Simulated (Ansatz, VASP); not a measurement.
## CuF: VASP beside Ansatz

One calculation is typed for both programs; each brings its own data sets. How far apart do they land? The cell is generated by rule, not measured, and may not be a known phase. The cell is taken from a series of runs on this material, whose earlier steps may have relaxed, scaled, displaced or heated it; both programs get it as it stands.

Method: plane waves, with VASP 6.6.1 beside it; zone-centre phonons at PBEsol, in Ansatz 0.2.0.

The structure was built from a prototype and need not be the compound's stable phase.

### Step 1. The starting structure

Symmetry: P6_3mc, No. 186, hexagonal system. The conventional cell has a = 2.753 Å, b = 2.753 Å, c = 6.752 Å, α = 90.00°, β = 90.00°, γ = 120.00°. Nearest to Cu lie 4 F at 1.90 to 2.17 Å. Nearest to F lie 4 Cu at 1.90 to 2.17 Å. Farther neighbours and most contacts between anions are not listed.

### Step 2. Ansatz: zone-centre phonons, PBEsol

Ansatz runs on its default PAW (the set named soft_2) files.

Second derivatives magnify differences that forces hide, and they need a tight electronic threshold.

input.yaml reads:

```yaml
crystal:
  lattice:
    - [2.7533824351, -2.4657e-06, 0.0]
    - [-1.3766890822, 2.384500368, 0.0]
    - [0.0, 0.0, 6.7521585394]
  atoms:
    - { symbol: Cu, position: [0.3333333333, 0.6666666667, 0.047034047] }
    - { symbol: Cu, position: [0.6666666667, 0.3333333333, 0.547034047] }
    - { symbol: F, position: [0.3333333333, 0.6666666667, 0.327965953] }
    - { symbol: F, position: [0.6666666667, 0.3333333333, 0.827965953] }
kpoints:
  mp_grid: { grid: [15, 15, 6] }
hamiltonian:
  xc: pbesol
scf:
  occupations: { method: methfessel_paxton, width: 0.15 }
output:
  eigenvalues: true
phonons:
  method: dfpt
```

Launch:

```bash
$ ansatz run input.yaml --threads 4 --pin off --max-ram 7168MiB --backend cpu --events-out ev --progress --plain --runs-dir out
```

Numbers of over 12 decimals in the logs are rounded to 6 here.

Output:

```text
Engine: ansatz 0.2.0, aarch64-unknown-linux-gnu
Pseudopotentials: kind: paw
Pseudopotential: Cu, paw, valence charge 19, recommended cutoff 420 eV (normal), Cu.paw.azcp
Pseudopotential: F, paw, valence charge 7, recommended cutoff 420 eV (normal), F.paw.azcp
Functional definition: PBEsol
  exchange = pbesol_x
  correlation = pbesol_c
Crystal: 4 atoms, lattice volume = 44.331 Å³
Basis set: ecut = 420 eV, 857 PW (Γ), exchange–correlation on 40×40×96 points (8 copies of the dense FFT grid, shifted against one another)
Bands: 32, of which v1, the nominal top of the filled ones, is band 26 counted from 1 (25 counted from 0)
Symmetry: 12 space group operations
k-points: 368 of 1350 (irreducible under 2 space group operations, time reversal used)
Non-local potential: Cu, projectors of the file, l = 0: 3, l = 1: 2, l = 2: 3, l = 3: 1
Non-local potential: F, projectors of the file, l = 0: 2, l = 1: 2, l = 2: 1
PAW form: soft (Blöchl's): semilocal exchange-correlation on the pseudo side does not see the compensation charge
PAW frozen core: Cu, regenerated for the run's functional, and the local potential with it (the file was generated under x = pbe(κ = 0.804, μ = 0.219515), c = pbe(β = 0.066725))
PAW frozen core: F, regenerated for the run's functional, and the local potential with it (the file was generated under x = pbe(κ = 0.804, μ = 0.219515), c = pbe(β = 0.066725))
PAW one-centre angular grid: Cu, 590 points (default); XC on 64 Gauss nodes
PAW one-centre angular grid: F, 110 points (default); XC on 64 Gauss nodes
Initial density: superposition of atomic densities (neutral atoms: chi_scale 0, normalization atom), corrected by the library's trained network
Initial wavefunctions: pseudopotential atomic-orbital guess
Functional: x = pbesol(κ = 0.804, μ = 0.123457), c = pbesol(β = 0.046)
SCF iter   1: F=—  HF=-14776.290029 eV  |F-HF|=—  |Δ(HF+E_count)|=         —  Δρ=2.26e-2  dr2=1.44e-1  ethr=1.77e-3  ⟨swp⟩=5.0  Hψ=41284  notcnv=0
preconditioner: auto → LDOS  [metal: Δε(μ)=0.063 eV  Ē_g=13.262 eV  σ=0.150 eV  W_gap=0.34  n_scr=24 (ndim 8)  ℏωp=33.5 eV  f_vac=0.035  D(μ)=1.13/eV (n_scr^D=4)  β→1.0]
SCF iter   2: F=—  HF=-14776.439343 eV  |F-HF|=—  |Δ(HF+E_count)|=   1.49e-1  S|Δr|=    0.00e0  Δρ=5.23e-2  dr2=6.66e-1  ethr=2.77e-4  ⟨swp⟩=2.0  Hψ=25873  notcnv=0  defer=623  recentre
SCF iter   3: F=—  HF=-14776.250602 eV  |F-HF|=—  |Δ(HF+E_count)|=   1.89e-1  S|Δr|=    0.00e0  Δρ=4.78e-3  dr2=6.40e-3  ethr=2.77e-4  ⟨swp⟩=2.0  Hψ=22306  notcnv=0  defer=623
SCF iter   4: F=—  HF=-14776.248776 eV  |F-HF|=—  |Δ(HF+E_count)|=   1.83e-3  S|Δr|=    0.00e0  Δρ=1.16e-3  dr2=4.31e-4  ethr=1.23e-5  ⟨swp⟩=2.0  Hψ=18343  notcnv=0  defer=580
SCF iter   5: F=—  HF=-14776.248737 eV  |F-HF|=—  |Δ(HF+E_count)|=   3.90e-5  S|Δr|=    0.00e0  Δρ=2.00e-4  dr2=7.16e-6  ethr=8.28e-7  ⟨swp⟩=2.1  Hψ=14465  notcnv=0  defer=580
SCF iter   6: F=—  HF=-14776.248741 eV  |F-HF|=—  |Δ(HF+E_count)|=   4.05e-6  S|Δr|=    0.00e0  Δρ=1.98e-5  dr2=8.66e-8  ethr=1.38e-8  ⟨swp⟩=2.0  Hψ=16525  notcnv=0  defer=580
SCF iter   7: F=—  HF=-14776.248748 eV  |F-HF|=—  |Δ(HF+E_count)|=   6.51e-6  S|Δr|=    0.00e0  Δρ=6.54e-6  dr2=9.95e-9  ethr=1.67e-10  ⟨swp⟩=2.0  Hψ=17966  notcnv=0  defer=571
SCF iter   8: F=—  HF=-14776.248748 eV  |F-HF|=—  |Δ(HF+E_count)|=  6.97e-10  S|Δr|=    0.00e0  Δρ=2.14e-6  dr2=1.26e-9  ethr=1.91e-11  ⟨swp⟩=2.5  Hψ=18019  notcnv=0  defer=571
SCF iter   9: F=-14776.248748 eV  HF=-14776.248748 eV  |F-HF|=7.28e-12  |Δ(HF+E_count)|=  2.06e-10  S|Δr|=    0.00e0  Δρ=1.24e-7  dr2=2.45e-12  ethr=1.00e-12  ⟨swp⟩=8.8  Hψ=66246  notcnv=0
SCF 1 converged in 9 iterations: F = -14776.248748 eV  dr2 = 2.45e-12
  greatest PAW one-centre occupation: 1.000 electrons in one spin orbital (limit 2), on the Cu atom at site 1 (counted from 0), in its partial waves of l = 0
DFPT response loops at Γ: preconditioner auto → Kerker (q_TF=auto, 2.802 Å⁻¹) (partly filled bands, converged f_vac=0.031); β = 1.00, the filter's whole step (`scf.mixing.beta` (0.50) is not read by the response loops under this deck's `scf.mixing.preconditioner`; to damp them name `kerker` or `kerker_dos`, under which they read `scf.mixing.beta`, and type it under 1.00, their step now; both keys bind the ground state too); Broyden in place of MSR1
SCF converged after 9 iterations
Stability not checked: this state was not tested for a lower state beside it, because cold or Methfessel-Paxton smearing, or corrected tetrahedra, fill the levels in a way that the test cannot read (fill_not_monotonic; see scf.lower_state_search)
Free energy (F): -14776.248748 eV
Harris-Foulkes:  -14776.248748 eV  (|F-HF|=7.28e-12)
Internal energy: -14776.258442 eV  (E = F + TS)
E sigma→0 (E₀):  -14776.251171 eV
Entropy (-TS):   0.009694 eV (2.423 meV/atom)
Fermi energy:    9.997528 eV
Step filling:    the computed levels leave a gap of 0.0807 eV = 0.5 smearing widths at the electron count; against every level under it full and every level over it empty, smearing changes F+E_penalty+E_count by +4.383 meV and its σ→0 estimate by +1.960 meV
--- Per-component energies (eV) ---
  E_band       = -930.486031
  E_kinetic    = 1009.658099
  E_local      = -10379.171922  (includes V_loc(G=0)·N_el)
  E_nonlocal   = 959.681949
  E_hartree    = 4488.493056
  E_xc         = -329.328350
  E_vxc        = -425.785183  (∫ρ·V_xc dr)
  E_paw        = -3662.488026  (= ΣΔE_a)
  E_vpaw       = -1071.859268  (= ΣTr[D̂ρ^β])
  E_aug_tail   = 0.004343  (compensation charges beyond the density's cutoff)
  E_ewald      = -6863.604880
  E_core_change = 0.497290  (= ΣΔE_core)
  E_smearing   = 0.009694  (= −TS)
  E_closure    = -0.000000  (closes the sum)
  Σ components = -14776.248748   (vs F -14776.248748, Δ=0.00e0)
--- Band table (eV; the first three rows and the last of 368) ---
  k-point 0: bands = [... 22 lower, 9.0644, 9.0644, 9.6098, 9.6098, 10.0328, 13.1977, 15.7825, 21.5616, ... 2 higher]
  k-point 1: bands = [... 22 lower, 9.1095, 9.1095, 9.5776, 9.5776, 10.1488, 12.7616, 16.2760, 20.8566, ... 2 higher]
  k-point 2: bands = [... 22 lower, 9.2213, 9.2213, 9.4876, 9.4876, 10.5137, 11.9343, 17.2907, 19.6711, ... 2 higher]
  k-point 367: bands = [... 22 lower, 9.2194, 9.5337, 9.7377, 9.8865, 13.1822, 14.1203, 19.5022, 19.7382, ... 2 higher]
--- Phonons (Γ-DFPT): 4 representative perturbations + reference, on 368 of 1350 k-points (Σ response iterations 14) ---
  k mesh reduced under 2 symmetry operations, with k and −k counted as one. Each operation leaves every solved perturbation unchanged. A smaller set is not used because it would not reduce the number of displacements times k-points to solve
  ASR residual: 1.279e-4 → 0.000e0 eV/Å²; symmetrization residual: 1.135e-4 eV/Å²
  ASR residual per site (eV/Å²): 1.06e-4 1.06e-4 1.28e-4 1.28e-4
  Γ frequencies (cm⁻¹): -55.31 -55.31 -48.91 -48.91 0.00 0.00 0.00 109.24 109.24 269.01 423.42 438.27
  non-analytic LO–TO correction: not included (Born effective charges unavailable; polar crystals: no LO–TO splitting at Γ)
```

Reading the cycles: dr2 is the Hartree energy of the density residual (eV), the measure of convergence; HF is the Harris–Foulkes estimate of the energy, which meets the free energy F at convergence.

[end of part 1 of 3]

[Lines on the potential files, build, host, timing and source positions are cut from VASP's logs without a mark.]

[Logs are printed without paths, hosts, clocks, repeated set-up lines and the standing remarks that a program may print on its own settings, such as how far it seeks lower states.]

[Hosts, paths, dates, database ids (printed as entryN), source tags and the programs' standing remarks are cut or masked in the printed files.]
